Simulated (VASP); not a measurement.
# Co2Cu2C: magnetic orders

Is Co2Cu2C a ferromagnet or an antiferromagnet at this level? The cell is invented: it takes the structure of a Materials Project entry for Mn2Co2C (space group 123 there), with some of its atoms replaced by other elements, volume scaled by an estimate. It may not be a known or stable phase.

Program: VASP 6.6.1. Level of theory: LDA, DFT+U (Co d 3 eV, Cu d 2 eV), spin-polarised from a ferromagnetic start; plane waves and PAW (Cu, Co, C), in the first sound run; inputs show where later runs differ. Results are calculated unless marked as measured.

## Step 1: Set-up

The structure is tetragonal, space group P4/mmm (No. 123). The conventional cell has a = 3.721 Å, b = 3.721 Å, c = 3.786 Å, α = 90.00°, β = 90.00°, γ = 90.00°. Nearest to Cu lie 4 Cu at 2.63 Å and 8 Co at 2.65 Å. Nearest to Cu lie 2 C at 1.89 Å and 4 Cu at 2.63 Å and 8 Co at 2.65 Å. Nearest to Co lie 2 C at 1.86 Å and 4 Co at 2.63 Å and 8 Cu at 2.65 Å. Nearest to C lie 4 Co at 1.86 Å and 2 Cu at 1.89 Å. It derives from Mn2Co2C. It takes the structure of a Materials Project entry for Mn2Co2C (space group 123 there), with some of its atoms replaced by other elements, volume scaled by an estimate. Farther neighbours are not listed.

## Step 2: Relax in the ferromagnetic state

All later runs share one geometry, relaxed here from a start with parallel moments; where they turned over, the text says so.

Input file INCAR:

```
SYSTEM = Co2Cu2C
PREC = Accurate
ENCUT = 480
EDIFF = 1E-05
NELM = 120
ISMEAR = 0
SIGMA = 0.05
LREAL = .FALSE.
ALGO = Normal
GGA = CA
NBANDS = 30
ISPIN = 2
MAGMOM = 0.6 0.6 2 2 0
LDAU = .TRUE.
LDAUTYPE = 2
LDAUL = 2 2 -1
LDAUU = 2 3 0
LDAUJ = 0 0 0
LDAUPRINT = 1
LASPH = .TRUE.
LMAXMIX = 4
LORBIT = 11
LWAVE = .FALSE.
LCHARG = .FALSE.
IBRION = 2
NSW = 40
ISIF = 3
EDIFFG = -0.02
POTIM = 0.4
```

Input file POSCAR:

```
Co2Cu2C
1.0
    3.7214100000      0.0000000000      0.0000000000
    0.0000000000      3.7214100000      0.0000000000
    0.0000000000      0.0000000000      3.7859330000
Cu Co C
2 2 1
Direct
    0.0000000000      0.0000000000      0.0000000000
    0.5000000000      0.5000000000      0.0000000000
    0.5000000000      0.0000000000      0.5000000000
    0.0000000000      0.5000000000      0.5000000000
    0.5000000000      0.5000000000      0.5000000000
```

Input file KPOINTS:

```
Automatic mesh
0
Gamma
6 6 6
0 0 0
```

Potentials, in the order of the species: Cu, Co and C (LDA family, release 64).

Launch:

```
> mpirun -np 1 vasp_std
```

Log:

```text
[banner, memory and clock lines left out]
running    1 mpi-ranks, on    1 nodes
 distrk:  each k-point on    1 cores,    1 groups
 distr:  one band on    1 cores,    1 groups

 POSCAR found type information on POSCAR CuCoC
 POSCAR found :  3 types and       5 ions
 LDA part: xc-table for (Slater(with rela. corr.)+CA(PZ))
 , standard interpolation
 POSCAR, INCAR and KPOINTS ok, starting setup
 FFT: planning ... GRIDC
 FFT: planning ... GRID_SOFT
 FFT: planning ... GRID
 WAVECAR not read
 entering main loop
       N       E                     dE             d eps       ncg     rms          rms(c)
DAV:   1     0.332351438584E+03    0.33235E+03   -0.18755E+04  4936   0.214E+03
DAV:   2     0.849605689399E+00   -0.33150E+03   -0.31635E+03  4842   0.382E+02
DAV:   3    -0.330267681452E+02   -0.33876E+02   -0.31562E+02  5812   0.156E+02
DAV:   4    -0.345909859113E+02   -0.15642E+01   -0.15423E+01  6642   0.343E+01
DAV:   5    -0.346262050370E+02   -0.35219E-01   -0.35202E-01  6364   0.501E+00    0.266E+01
DAV:   6    -0.304721689549E+02    0.41540E+01   -0.51040E+01  6572   0.152E+02    0.159E+01
DAV:   7    -0.282913302715E+02    0.21808E+01   -0.17272E+01  6028   0.812E+01    0.841E+00
DAV:   8    -0.280363958948E+02    0.25493E+00   -0.28867E+00  7048   0.526E+01    0.382E+00
DAV:   9    -0.280550156375E+02   -0.18620E-01   -0.71335E-01  8240   0.218E+01    0.209E+00
DAV:  10    -0.281095801634E+02   -0.54565E-01   -0.20756E-01  8464   0.106E+01    0.119E+00
DAV:  11    -0.281316409939E+02   -0.22061E-01   -0.48592E-02  7252   0.813E+00    0.677E-01
DAV:  12    -0.281502064004E+02   -0.18565E-01   -0.17024E-02  8148   0.239E+00    0.362E-01
DAV:  13    -0.281545428789E+02   -0.43365E-02   -0.65742E-03  7740   0.163E+00    0.132E-01
DAV:  14    -0.281549451488E+02   -0.40227E-03   -0.13741E-03  7568   0.667E-01    0.684E-02
DAV:  15    -0.281550193440E+02   -0.74195E-04   -0.20113E-04  7084   0.232E-01    0.388E-02
DAV:  16    -0.281550255594E+02   -0.62154E-05   -0.69453E-05  5612   0.149E-01
   1 F= -.28155026E+02 E0= -.28153144E+02  d E =-.281550E+02  mag=     2.4861
 curvature:   0.00 expect dE= 0.000E+00 dE for cont linesearch  0.000E+00
 trial: gam= 0.00000 g(F)=  0.000E+00 g(S)=  0.321E+00 ort = 0.000E+00 (trialstep = 0.100E+01)
 search vector abs. value=  0.321E+00
 bond charge predicted
       N       E                     dE             d eps       ncg     rms          rms(c)
DAV:   1    -0.324760560084E+02   -0.43210E+01   -0.63265E+01  5718   0.149E+02    0.183E+01
DAV:   2    -0.297690368749E+02    0.27070E+01   -0.32784E+01  5392   0.173E+02    0.863E+00
DAV:   3    -0.287407720964E+02    0.10283E+01   -0.10760E+01  6124   0.112E+02    0.678E+00
DAV:   4    -0.283645815565E+02    0.37619E+00   -0.25029E+00  7412   0.469E+01    0.237E+00
DAV:   5    -0.283185722848E+02    0.46009E-01   -0.32659E-01  7538   0.116E+01    0.130E+00
DAV:   6    -0.282994821476E+02    0.19090E-01   -0.31461E-02  7602   0.337E+00    0.543E-01
DAV:   7    -0.282998280668E+02   -0.34592E-03   -0.66328E-03  6992   0.171E+00    0.229E-01
DAV:   8    -0.283000811390E+02   -0.25307E-03   -0.13353E-03  6898   0.133E+00    0.107E-01
DAV:   9    -0.283001020037E+02   -0.20865E-04   -0.46262E-04  6496   0.871E-01    0.625E-02
DAV:  10    -0.283001043960E+02   -0.23923E-05   -0.14613E-04  7152   0.411E-01    0.266E-02
DAV:  11    -0.283001052688E+02   -0.87278E-06   -0.31066E-05  3660   0.128E-01
   2 F= -.28300105E+02 E0= -.28299191E+02  d E =-.145080E+00  mag=     1.9107
[...]
3 F= -.28304823E+02 E0= -.28303800E+02  d E =-.149798E+00  mag=     1.9286
[...]
4 F= -.28325779E+02 E0= -.28324663E+02  d E =-.209561E-01  mag=     1.9147
[...]
5 F= -.28326092E+02 E0= -.28324910E+02  d E =-.212687E-01  mag=     1.9143
[...]
6 F= -.28326217E+02 E0= -.28325054E+02  d E =-.213940E-01  mag=     1.9143
[...]
7 F= -.28326795E+02 E0= -.28325564E+02  d E =-.577904E-03  mag=     1.9283
 trial-energy change:   -0.000578  1 .order   -0.000934   -0.002910    0.001042
 step:   0.6108(harm=  0.7406)  dis= 0.00000  next Energy=   -28.327021 (dE=-0.804E-03)
 bond charge predicted
       N       E                     dE             d eps       ncg     rms          rms(c)
DAV:   1    -0.283336441344E+02   -0.68487E-02   -0.10204E-01  5188   0.628E+00    0.678E-01
DAV:   2    -0.283288924664E+02    0.47517E-02   -0.42336E-02  5704   0.541E+00    0.228E-01
DAV:   3    -0.283273175567E+02    0.15749E-02   -0.59137E-03  5700   0.224E+00    0.112E-01
DAV:   4    -0.283272123386E+02    0.10522E-03   -0.55885E-04  7272   0.538E-01    0.786E-02
DAV:   5    -0.283271662567E+02    0.46082E-04   -0.12497E-04  6202   0.420E-01    0.449E-02
DAV:   6    -0.283271368906E+02    0.29366E-04   -0.42802E-05  4376   0.301E-01    0.160E-02
DAV:   7    -0.283271336217E+02    0.32689E-05   -0.15440E-05  2648   0.166E-01
   8 F= -.28327134E+02 E0= -.28325928E+02  d E =-.916291E-03  mag=     1.9218
 curvature:  -0.28 expect dE=-0.302E-04 dE for cont linesearch -0.189E-04
 trial: gam=-0.12556 g(F)=  0.419E-64 g(S)=  0.106E-03 ort = 0.441E-03 (trialstep = 0.927E+00)
 search vector abs. value=  0.412E-04
 reached required accuracy - stopping structural energy minimisation
```

It took 7.7 min on 1 MPI rank of AMD EPYC 7R43, shared host; peak memory 0.18 GiB.

The logs omit lines about the potential files and the build; timing stands in the text.

(Continued in part 2 of 5.)

[Lines on the potential files, build, host, timing and source positions are cut from VASP's logs without a mark.]

[Logs are printed without paths, hosts, clocks, repeated set-up lines and the standing remarks that a program may print on its own settings, such as how far it seeks lower states.]

[Hosts, paths, dates, database ids (printed as entryN), source tags and the programs' standing remarks are cut or masked in the printed files.]

[In band tables of VASP the shares of atoms and orbitals are scaled to a sum of 1 inside the atoms' spheres.]

[Runs that stopped without an error message from VASP are left out.]
